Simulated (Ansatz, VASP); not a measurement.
**One calculation of TiNb3B, two programs**

Contents of INCAR:

```
PREC = Accurate
ENCUT = 600
EDIFF = 1E-7
ISMEAR = 0
SIGMA = 0.1
LREAL = False
LASPH = True
NELM = 80
ALGO = Normal
ISIF = 3
LWAVE = False
LCHARG = False
GGA = PE
IBRION = 2
NSW = 90
EDIFFG = -0.04
```

Contents of KPOINTS:

```
regular mesh
0
Gamma
  4 4 4
```

POSCAR

```
TiNb3B
1.0
    4.0397255100      0.0000000000      0.0000000000
    0.0000000000      4.0397255100      0.0000000000
    0.0000000000      0.0000000000      4.0397255100
Ti Nb B
1 3 1
Direct
    0.5000000000      0.5000000000      0.5000000000
    0.0000000000      0.0000000000      0.5000000000
    0.5000000000      0.0000000000      0.0000000000
    0.0000000000      0.5000000000      0.0000000000
    0.0000000000      0.0000000000      0.0000000000
```

Input for Ansatz:

```yaml
crystal:
  lattice:
    - [4.03972551, 0.0, 0.0]
    - [0.0, 4.03972551, 0.0]
    - [0.0, 0.0, 4.03972551]
  atoms:
    - { symbol: Ti, position: [0.5, 0.5, 0.5] }
    - { symbol: Nb, position: [0.0, 0.0, 0.5] }
    - { symbol: Nb, position: [0.5, 0.0, 0.0] }
    - { symbol: Nb, position: [0.0, 0.5, 0.0] }
    - { symbol: B, position: [0.0, 0.0, 0.0] }
basis:
  ecutwfc: 420
kpoints:
  mp_grid: { grid: [4, 4, 4] }
hamiltonian:
  xc: pbe
scf:
  occupations: { method: gaussian, width: 0.1 }
  lower_state_search: "off"
output:
  forces: true
  stress: true
  eigenvalues: true
relax:
  adjacent_minimum: "off"
  f_tol: 0.04
  max_steps: 70
  cell: { stress_tol: 0.4 }
```

Change from the starting cell: species swapped into the CsAuBr3 type (Pm-3m, No. 221).

Alike in both runs: task relaxation of cell and atoms; functional PBE; k mesh 4 × 4 × 4; occupations gaussian, width 0.1 eV; no spin polarisation.

|  | VASP | Ansatz |
| --- | --- | --- |
| version | VASP 6.6.1 | Ansatz 0.2.0 |
| potentials or method | VASP PAW PBE potentials, release 64 (Ti_sv, Nb_sv, B) | scalar-relativistic, plane waves, PAW |
| plane-wave cutoff (eV) | 600 | 420 |
| valence electrons in the cell | 54 | 54 |

Ansatz gave:

| Quantity | Value |
| --- | --- |
| gap on the k mesh at the Fermi level, each at its own relaxed structure (eV) | none |
| relaxed volume (Å³/atom) | 16.97 |
| relaxed cell length with the largest relative difference (Å) | 4.394 |
| energy change over the relaxation (meV/atom) | -635 |

Problem. Estimate VASP's values.

Solution. gap on the k mesh at the Fermi level, each at its own relaxed structure (eV): none; relaxed volume (Å³/atom): 16.97; relaxed cell length with the largest relative difference (Å): 4.394; energy change over the relaxation (meV/atom): -626.

A gap of «none» marks a metal or a gap that the smearing closes.

Caveats: the k mesh is coarse (spacing up to 0.39 Å⁻¹), so the values aren't converged; the volume moved by over 15 % at a fixed basis, so the end points are rough (VASP).
